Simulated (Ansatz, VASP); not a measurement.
## Lu2CCl2: VASP beside Ansatz

One calculation is typed for both programs; each brings its own data sets and cutoff. How far apart do they land?

Main program and level: Ansatz 0.2.0; plane waves, with VASP 6.6.1 beside it; band structure at LDA.

## Step 1: Starting point

Symmetry: R-3m, No. 166, trigonal system. The conventional cell has a = 3.587 Å, b = 3.587 Å, c = 27.458 Å, α = 90.00°, β = 90.00°, γ = 120.00°. Nearest to Lu lie 3 C at 2.43 Å and 3 Cl at 2.66 Å. Nearest to Cl lie 3 Lu at 2.66 Å. Nearest to C lie 6 Lu at 2.43 Å. Farther neighbours and most contacts between anions are not listed.

## Step 2: Ansatz: band structure, LDA

Ansatz runs on its default PAW (the set named soft_2) files.

The same path points are solved in both programs, so levels can be compared one by one.

input.yaml reads:

```yaml
crystal:
  lattice:
    - [1.7934110645, 1.0354263608, 9.1525990727]
    - [-1.7934110645, 1.0354263608, 9.1525990727]
    - [0.0, -2.0708527217, 9.1525990727]
  atoms:
    - { symbol: Lu, position: [0.1204420852, 0.1204420852, 0.1204420852] }
    - { symbol: Lu, position: [0.8795579148, 0.8795579148, 0.8795579148] }
    - { symbol: Cl, position: [0.7262460539, 0.7262460539, 0.7262460539] }
    - { symbol: Cl, position: [0.2737539461, 0.2737539461, 0.2737539461] }
    - { symbol: C, position: [0.5, 0.5, 0.5] }
hamiltonian:
  xc: lda
  pseudopotentials: { kind: paw }
kpoints:
  mp_grid: { grid: [4, 4, 4] }
  band_path:
    path:
      - [0.0, 0.0, 0.0]
      - [0.13636, 0.0, 0.0]
      - [0.31818, 0.0, 0.0]
      - [0.5, 0.0, 0.0]
      - [0.5, 0.03185, -0.03185]
      - [0.5, 0.09556, -0.09556]
      - [0.5, 0.15927, -0.15927]
      - [0.79527, 0.5, 0.20473]
      - [0.67716, 0.5, 0.32284]
      - [0.55905, 0.5, 0.44095]
      - [0.5, 0.5, 0.5]
      - [0.31818, 0.31818, 0.31818]
      - [0.13636, 0.13636, 0.13636]
      - [0.0, 0.0, 0.0]
      - [0.09207, 0.0, -0.09207]
      - [0.21484, 0.0, -0.21484]
      - [0.3376, 0.0, -0.3376]
      - [0.63287, 0.36713, 0.0]
      - [0.57382, 0.42618, 0.0]
      - [0.51476, 0.48524, 0.0]
      - [0.51476, 0.51476, 0.01593]
      - [0.57382, 0.57382, 0.07964]
      - [0.63287, 0.63287, 0.14334]
      - [0.6624, 0.6624, 0.1752]
      - [0.60335, 0.60335, 0.29331]
      - [0.54429, 0.54429, 0.41142]
      - [0.5, 0.5, 0.5]
      - [0.58858, 0.09207, 0.09207]
      - [0.70669, 0.21484, 0.21484]
      - [0.8248, 0.3376, 0.3376]
    npoints: 1
scf:
  occupations: { method: gaussian, width: 0.01 }
  n_extra_bands: 8
output:
  forces: true
  stress: true
  eigenvalues: true
  write_density: true
  write_potential: true
  elf: true
  volumetric_format: npy
```

Started as:

```bash
$ ansatz run input.yaml --threads 2 --pin off --max-ram 4608MiB --backend cpu --events-out ev --progress --plain --runs-dir out
```

Numbers of over 12 decimals in the logs are rounded to 6 here.

What it wrote:

```text
basis.fft_grid_basis auto: the FFT boxes are laid along the combinations [[1, -1, 0], [0, 1, 0], [0, -1, 1]] of the cell's own vectors, 3.587, 9.384 and 3.587 Å long. The dense box has 24×64×24 points. Along the cell's own vectors, as sized, it would have 64×64×64, 7.11 times as many. Of the 12 symmetry operations that the crystal satisfies within crystal.symmetry.tolerance (time reversal apart; of a slab, those that [...]
scf.n_extra_bands = 8 over 34 filled bands (N_el = 68.0): the run solves 42 bands
Engine: ansatz 0.2.0, x86_64-unknown-linux-gnu
Pseudopotentials: kind: paw
Pseudopotential: Lu, paw, valence charge 25, recommended cutoff 420 eV (normal), Lu.paw.azcp
Pseudopotential: Cl, paw, valence charge 7, recommended cutoff 420 eV (normal), Cl.paw.azcp
Pseudopotential: C, paw, valence charge 4, recommended cutoff 420 eV (normal), C.paw.azcp
Functional definition: SPW92
  exchange = slater_x
  correlation = pw_c
Crystal: 5 atoms, lattice volume = 101.975 Å³
Basis set: ecut = 420 eV, 1957 PW (Γ), FFT grids on a1−a2, a2, −a2+a3
Bands: 42, of which v1, the nominal top of the filled ones, is band 34 counted from 1 (33 counted from 0)
Symmetry: 12 space group operations
Space group: R-3m (ITA 166), of the structure as read, at distance tolerance 4.7e-5 Å
k-points: 13 of 64
Non-local potential: Lu, projectors of the file, l = 0: 3, l = 1: 2, l = 2: 2, l = 3: 3
Non-local potential: Cl, projectors of the file, l = 0: 2, l = 1: 2, l = 2: 2
Non-local potential: C, projectors of the file, l = 0: 2, l = 1: 2, l = 2: 1
PAW form: soft (Blöchl's): semilocal exchange-correlation on the pseudo side does not see the compensation charge
PAW frozen core: Lu, regenerated for the run's functional, and the local potential with it (the file was generated under x = pbe(κ = 0.804, μ = 0.219515), c = pbe(β = 0.066725))
PAW frozen core: Cl, regenerated for the run's functional, and the local potential with it (the file was generated under x = pbe(κ = 0.804, μ = 0.219515), c = pbe(β = 0.066725))
PAW frozen core: C, regenerated for the run's functional, and the local potential with it (the file was generated under x = pbe(κ = 0.804, μ = 0.219515), c = pbe(β = 0.066725))
PAW one-centre angular grid: Lu, 590 points (default); XC on 64 Gauss nodes
PAW one-centre angular grid: Cl, 110 points (default); XC on 64 Gauss nodes
PAW one-centre angular grid: C, 110 points (default); XC on 64 Gauss nodes
Initial density: superposition of atomic densities (neutral atoms: chi_scale 0, normalization atom), corrected by the library's trained network
Initial wavefunctions: pseudopotential atomic-orbital guess
Functional: x = slater, c = lda
SCF iter   1: F=—  HF=-31324.982308 eV  |F-HF|=—  |Δ(HF+E_count)|=         —  Δρ=6.24e-3  dr2=5.13e-2  ethr=1.77e-3  ⟨swp⟩=7.2  Hψ=2632  notcnv=0
preconditioner: auto → Resta (q_TF=auto, 2.550 Å⁻¹)  ε∞=5.8  [insulator: Δε(μ)=0.756 eV  Ē_g=13.420 eV  σ=0.010 eV  W_gap=1.00  n_scr=30 (ndim 8)  ℏωp=29.4 eV  f_vac=0.139  D(μ)=0.00/eV (n_scr^D=0)  ε∞_Penn≈5.8]
SCF iter   2: F=—  HF=-31324.967735 eV  |F-HF|=—  |Δ(HF+E_count)|=   1.46e-2  Δρ=3.36e-3  dr2=9.92e-3  ethr=7.54e-5  ⟨swp⟩=3.9  Hψ=1281  notcnv=0  defer=40
SCF iter   3: F=—  HF=-31324.967085 eV  |F-HF|=—  |Δ(HF+E_count)|=   6.50e-4  Δρ=1.63e-3  dr2=2.12e-3  ethr=1.46e-5  ⟨swp⟩=4.4  Hψ=1363  notcnv=0  defer=40
SCF iter   4: F=—  HF=-31324.965148 eV  |F-HF|=—  |Δ(HF+E_count)|=   1.94e-3  Δρ=7.54e-4  dr2=4.56e-4  ethr=3.12e-6  ⟨swp⟩=4.0  Hψ=1515  notcnv=0  defer=40
SCF iter   5: F=—  HF=-31324.965152 eV  |F-HF|=—  |Δ(HF+E_count)|=   3.52e-6  Δρ=1.46e-4  dr2=3.10e-5  ethr=6.70e-7  ⟨swp⟩=2.1  Hψ=980  notcnv=0  defer=40
SCF iter   6: F=—  HF=-31324.965154 eV  |F-HF|=—  |Δ(HF+E_count)|=   2.62e-6  Δρ=7.11e-5  dr2=9.29e-6  ethr=4.55e-8  ⟨swp⟩=2.7  Hψ=982  notcnv=0  defer=40
SCF iter   7: F=—  HF=-31324.965157 eV  |F-HF|=—  |Δ(HF+E_count)|=   3.05e-6  Δρ=4.12e-5  dr2=3.04e-6  ethr=1.37e-8  ⟨swp⟩=2.0  Hψ=856  notcnv=0  defer=40
SCF iter   8: F=—  HF=-31324.965157 eV  |F-HF|=—  |Δ(HF+E_count)|=  2.07e-10  Δρ=1.08e-5  dr2=1.44e-7  ethr=4.47e-9  ⟨swp⟩=2.5  Hψ=933  notcnv=0  defer=40
SCF iter   9: F=-31324.965157 eV  HF=-31324.965157 eV  |F-HF|=2.45e-9  |Δ(HF+E_count)|=   5.29e-8  Δρ=3.86e-6  dr2=2.08e-8  ethr=1.47e-10  ⟨swp⟩=19.8  Hψ=6108  notcnv=0
SCF 1 converged in 9 iterations: F = -31324.965157 eV  dr2 = 2.08e-8
  greatest PAW one-centre occupation: 0.998 electrons in one spin orbital (limit 2), on the Lu atom at site 1 (counted from 0), in its partial waves of l = 0
NSCF: frozen V_eff on 30 k-points
SCF converged after 9 iterations
Free energy (F): -31324.965157 eV
Harris-Foulkes:  -31324.965157 eV  (|F-HF|=2.45e-9)
Internal energy: -31324.965157 eV  (E = F + TS)
E sigma→0 (E₀):  -31324.965157 eV
Fermi energy:    9.846163 eV
--- Per-component energies (eV) ---
  E_band       = -110.342798
  E_kinetic    = 1254.358848
  E_local      = -19766.836495  (includes V_loc(G=0)·N_el)
  E_nonlocal   = 1261.619340
  E_hartree    = 8638.303836
  E_xc         = -695.444323
  E_vxc        = -822.102471  (∫ρ·V_xc dr)
  E_paw        = -15614.261078  (= ΣΔE_a)
  E_vpaw       = 685.996878  (= ΣTr[D̂ρ^β])
  E_aug_tail   = 0.000248  (compensation charges beyond the density's cutoff)
  E_ewald      = -6407.786619
  E_core_change = 5.081086  (= ΣΔE_core)
  E_smearing   = -0.000000  (= −TS)
  E_closure    = -0.000000  (closes the sum)
  Σ components = -31324.965157   (vs F -31324.965157, Δ=0.00e0)
--- Forces (eV/Å), atoms counted from 1 ---
  atom   1  Lu    -0.00000000    -0.00000000     0.14822710
  atom   2  Lu     0.00000000     0.00000000    -0.14822710
  atom   3  Cl     0.00000000     0.00000000    -0.06039060
  atom   4  Cl    -0.00000000    -0.00000000     0.06039060
  atom   5  C     -0.00000000     0.00000000    -0.00000000
  max |Σ_I F_I| component: 3.47e-17 eV/Å
--- Stress (GPa, compression-positive) ---
       -3.385442       0.000000       0.000000
        0.000000      -3.385442      -0.000000
        0.000000      -0.000000      -0.924141
  P = ⅓ Tr σ = -2.5650 GPa (-25.650 kbar)
--- Band table (eV; the first three rows and the last of 13) ---
  k-point 0: bands = [... 30 lower, 6.6989, 8.6999, 9.4504, 9.4504, 12.5015, 12.5015, 12.9413, 13.3489, ... 4 higher]
  k-point 1: bands = [... 30 lower, 6.5489, 8.3490, 8.6301, 9.2657, 11.1336, 13.3966, 13.7161, 14.1225, ... 4 higher]
  k-point 2: bands = [... 30 lower, 6.3391, 7.7920, 8.9660, 9.3247, 10.2420, 13.6740, 15.0539, 15.5060, ... 4 higher]
  k-point 12: bands = [... 30 lower, 6.7356, 8.2372, 9.4338, 9.4338, 12.4914, 12.4914, 12.9228, 13.3306, ... 4 higher]
```

It took 2 s on 2 threads of Intel Xeon Platinum 8559C (Emerald Rapids), shared host; peak memory 0.44 GiB.

## Step 3: VASP: band structure, LDA

The same cell, functional (in two slightly different forms), mesh and smearing now go to VASP, with its own data sets and cutoff.

Lines of VASP's logs that name or quote its potential files are left out, and so is its time.

INCAR reads:

```
SYSTEM = Lu2CCl2
PREC = Accurate
ENCUT = 440
EDIFF = 1E-08
NELM = 100
ISMEAR = 0
SIGMA = 0.01
LREAL = .FALSE.
ALGO = Normal
GGA = CA
NBANDS = 42
LORBIT = 11
LWAVE = .TRUE.
LCHARG = .FALSE.
KPAR = 4
```

POSCAR reads:

```
Lu2CCl2
1.0
    1.7934110645      1.0354263608      9.1525990727
   -1.7934110645      1.0354263608      9.1525990727
    0.0000000000     -2.0708527217      9.1525990727
Lu Cl C
2 2 1
Direct
    0.1204420852      0.1204420852      0.1204420852
    0.8795579148      0.8795579148      0.8795579148
    0.7262460539      0.7262460539      0.7262460539
    0.2737539461      0.2737539461      0.2737539461
    0.5000000000      0.5000000000      0.5000000000
```

KPOINTS reads:

```
Automatic mesh
0
Gamma
4 4 4
0 0 0
```

KPOINTS_OPT reads:

```
Line mode
12
Line-mode
Reciprocal
  0.00000000   0.00000000   0.00000000 GAMMA
  0.50000000   0.00000000   0.00000000 L

  0.50000000   0.00000000   0.00000000 L
  0.50000000   0.17519881  -0.17519881 B1

  0.82480119   0.50000000   0.17519881 B
  0.50000000   0.50000000   0.50000000 Z

  0.50000000   0.50000000   0.50000000 Z
  0.00000000   0.00000000   0.00000000 GAMMA

  0.00000000   0.00000000   0.00000000 GAMMA
  0.33759941   0.00000000  -0.33759941 X

  0.66240059   0.33759941   0.00000000 Q
  0.50000000   0.50000000   0.00000000 F

  0.50000000   0.50000000   0.00000000 F
  0.66240059   0.66240059   0.17519881 P1

  0.66240059   0.66240059   0.17519881 P1
  0.50000000   0.50000000   0.50000000 Z

  0.50000000   0.00000000   0.00000000 L
  0.82480119   0.33759941   0.33759941 P
```

The projector-augmented-wave data sets are Lu, Cl_GW and C_GW (PBE family, release 64).

Started as:

```bash
$ mpirun -np 4 vasp_std
```

What it wrote:

```text
[banner, memory and clock lines left out]
running    4 mpi-ranks, on    1 nodes
 distrk:  each k-point on    1 cores,    4 groups
 distr:  one band on    1 cores,    1 groups

 POSCAR found type information on POSCAR LuClC
 POSCAR found :  3 types and       5 ions
|                                                                             |
|               ----> ADVICE to this user running VASP <----                  |
|                                                                             |
|     You enforced a specific xc type in the INCAR file but a different       |
|     [... a line on the potential file left out ...]
|     I HOPE YOU KNOW WHAT YOU ARE DOING!                                     |
|                                                                             |

 LDA part: xc-table for (Slater(with rela. corr.)+CA(PZ))
 , standard interpolation
 POSCAR, INCAR and KPOINTS ok, starting setup
 FFT: planning ... GRIDC
 FFT: planning ... GRID_SOFT
 FFT: planning ... GRID
 WAVECAR not read
 entering main loop
       N       E                     dE             d eps       ncg     rms          rms(c)
DAV:   1     0.536537726641E+03    0.53654E+03   -0.24580E+04  1608   0.460E+03
DAV:   2     0.540278345035E+02   -0.48251E+03   -0.46017E+03  1292   0.707E+02
DAV:   3    -0.268124721870E+02   -0.80840E+02   -0.78415E+02  1192   0.171E+02
DAV:   4    -0.370409922966E+02   -0.10229E+02   -0.10149E+02  1718   0.543E+01
DAV:   5    -0.375131408698E+02   -0.47215E+00   -0.47117E+00  1832   0.107E+01    0.127E+01
DAV:   6    -0.328213517418E+02    0.46918E+01   -0.18360E+01  1896   0.728E+01    0.491E+00
DAV:   7    -0.330854022562E+02   -0.26405E+00   -0.51561E+00  1504   0.182E+01    0.302E+00
DAV:   8    -0.330393680510E+02    0.46034E-01   -0.19626E+00  1750   0.135E+01    0.151E+00
DAV:   9    -0.329537061411E+02    0.85662E-01   -0.64860E-01  1824   0.561E+00    0.290E-01
DAV:  10    -0.329571948507E+02   -0.34887E-02   -0.62276E-02  1544   0.193E+00    0.164E-01
DAV:  11    -0.329571313367E+02    0.63514E-04   -0.44707E-03  1568   0.523E-01    0.546E-02
DAV:  12    -0.329571501010E+02   -0.18764E-04   -0.14138E-03  1704   0.496E-01    0.468E-02
DAV:  13    -0.329571180758E+02    0.32025E-04   -0.11113E-03  1792   0.237E-01    0.239E-02
DAV:  14    -0.329571023977E+02    0.15678E-04   -0.18483E-04  1688   0.134E-01    0.666E-03
DAV:  15    -0.329571048271E+02   -0.24293E-05   -0.17524E-05  1664   0.382E-02    0.294E-03
DAV:  16    -0.329571050438E+02   -0.21679E-06   -0.22776E-06  1728   0.200E-02    0.230E-03
DAV:  17    -0.329571049120E+02    0.13187E-06   -0.10689E-06  1616   0.916E-03    0.544E-04
DAV:  18    -0.329571049236E+02   -0.11649E-07   -0.13454E-07  1448   0.311E-03    0.361E-04
DAV:  19    -0.329571049223E+02    0.12769E-08   -0.17234E-08  1064   0.228E-03
   1 F= -.32957105E+02 E0= -.32957105E+02  d E =-.226268-124
 Start KPOINTS_OPT (optional k-point list driver)
k-point batch [1-13\108]
       N       E                     dE             ncg
DAV:   1    -0.681146242177E+03   -0.15683E+05     1614
DAV:   2    -0.676909951210E+04   -0.60880E+04     1260
DAV:   3    -0.782984315624E+04   -0.10607E+04     1242
DAV:   4    -0.796241881737E+04   -0.13258E+03     1832
DAV:   5    -0.796979501147E+04   -0.73762E+01     1848
DAV:   6    -0.796999958813E+04   -0.20458E+00     1798
DAV:   7    -0.797000543174E+04   -0.58436E-02     1768
DAV:   8    -0.797000575038E+04   -0.31864E-03     1784
DAV:   9    -0.797000577007E+04   -0.19695E-04     1776
DAV:  10    -0.797000577144E+04   -0.13678E-05     1736
DAV:  11    -0.797000577154E+04   -0.98409E-07     1472
DAV:  12    -0.797000577154E+04   -0.46402E-08     1008
[...]
k-point batch [105-108\108]
       N       E                     dE             ncg
DAV:   1     0.170497152703E+05   -0.89457E+04      496
DAV:   2     0.152452945419E+05   -0.18044E+04      384
DAV:   3     0.149461686597E+05   -0.29913E+03      384
DAV:   4     0.149120942091E+05   -0.34074E+02      584
DAV:   5     0.149104061354E+05   -0.16881E+01      560
DAV:   6     0.149103412820E+05   -0.64853E-01      568
DAV:   7     0.149103392061E+05   -0.20760E-02      536
DAV:   8     0.149103390734E+05   -0.13268E-03      552
DAV:   9     0.149103390649E+05   -0.84367E-05      544
DAV:  10     0.149103390644E+05   -0.55585E-06      536
DAV:  11     0.149103390644E+05   -0.36125E-07      448
DAV:  12     0.149103390644E+05   -0.15534E-08      296
 writing wavefunctions
```

[end of part 1 of 2]

[Lines on the potential files, build, host, timing and source positions are cut from VASP's logs without a mark.]

[Logs are printed without paths, hosts, clocks, repeated set-up lines and the standing remarks that a program may print on its own settings, such as how far it seeks lower states.]

[Hosts, paths, dates, database ids (printed as entryN), source tags and the programs' standing remarks are cut or masked in the printed files.]
